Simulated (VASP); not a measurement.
Consider the following.

```
Al3Sc
1.0
    4.08516     0.00000     0.00000
    0.00000     4.08516     0.00000
    0.00000     0.00000     4.08516
Sc Al
1 3
Cartesian
  0.00000   0.00000   0.00000
  0.00000   2.04258   2.04258
  2.04258   0.00000   2.04258
  2.04258   2.04258   0.00000
```

These are vdW-DF-cx, VASP's PBE PAW potentials (set 64) (plane waves; VASP) values and carry that method's errors. Run with 520 eV cut-off, 8×8×8 Γ-centred mesh, first-order Methfessel-Paxton smearing of 0.10 eV, potentials Sc_sv Al.

### Question
Give the energy at these volumes per atom, relative to the lowest: 16.01, 16.52, 17.03, 17.55, 18.06 Å³.

### Answer
19.6, 4.7, 0.0, 3.9, 15.1 meV/atom. A third-order Birch-Murnaghan fit gives B0 = 89.5 GPa and B0′ = 4.5.

Measured: a 4.103 Å (computed value off by -0.4 %), as given by A Combined Experimental and First-Principles Based Assessment of Finite-Temperature Thermodynamic Properties of …. The calculation is for a static lattice, while the measured a holds thermal and zero-point effects, which are part of the difference.

The compound is Al3Sc in the L1_2 structure. It was relaxed first.
